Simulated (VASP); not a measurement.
An input for Quantum ESPRESSO's pw.x (written as the equivalent of a VASP run, and not itself run):

```
&CONTROL
  calculation = 'scf'
  pseudo_dir = './pseudo'
  outdir = './out'
  tprnfor = .true.
  tstress = .true.
/
&SYSTEM
  ibrav = 0
  nat = 2
  ntyp = 2
  ecutwfc = 68
  occupations = 'tetrahedra'
  input_dft = 'vdw-df-ob86'
/
&ELECTRONS
  conv_thr = 7.3e-09
  electron_maxstep = 100
/
ATOMIC_SPECIES
  Ca 40.078 Ca.upf
  S 32.060 S.upf
CELL_PARAMETERS angstrom
     0.0000000    2.8330894    2.8330894
     2.8330894    0.0000000    2.8330894
     2.8330894    2.8330894    0.0000000
ATOMIC_POSITIONS crystal
  Ca   0.0000000  0.0000000  0.0000000
  S    0.5000000  0.5000000  0.5000000
K_POINTS automatic
  9 9 9 0 0 0
```

Problem. Write the VASP files for the same calculation (optB86b-vdW).

Solution. One answer among several that fit: 
**INCAR**
```
! general
SYSTEM   = CaS
PREC     = Accurate
ENCUT    = 520
LREAL    = .FALSE.
LASPH    = .TRUE.

! electronic loop
EDIFF    = 1E-7
NELM     = 100
ALGO     = Normal

! smearing
ISMEAR   = -5

! functional
GGA      = MK
LUSE_VDW = .TRUE.
AGGAC    = 0.0
PARAM1   = 0.1234
PARAM2   = 1.0

! ions
ISIF     = 2

! output
LWAVE    = .FALSE.
LCHARG   = .TRUE.
LORBIT   = 11
NEDOS    = 601
```

File KPOINTS:
```
Automatic mesh
0
Gamma
9 9 9
0 0 0
```

File POSCAR:
```
CaS
1
    0.0000000000     2.8330894050     2.8330894050
    2.8330894050     0.0000000000     2.8330894050
    2.8330894050     2.8330894050     0.0000000000
Ca S
1 1
Direct
  0.0000000000   0.0000000000   0.0000000000
  0.5000000000   0.5000000000   0.5000000000
```

POTCAR, in this order: Ca_sv S (PBE.64 set). Program: vasp_std.

What does not carry over: the potentials are each code's own (VASP's PAW set, PseudoDojo norm-conserving files in pw.x), so ENCUT and ecutwfc are chosen apart and not converted; conv_thr bounds pw.x's estimated SCF error, while EDIFF bounds the energy change between steps.

The compound is CaS in the rock salt structure. It was relaxed first.
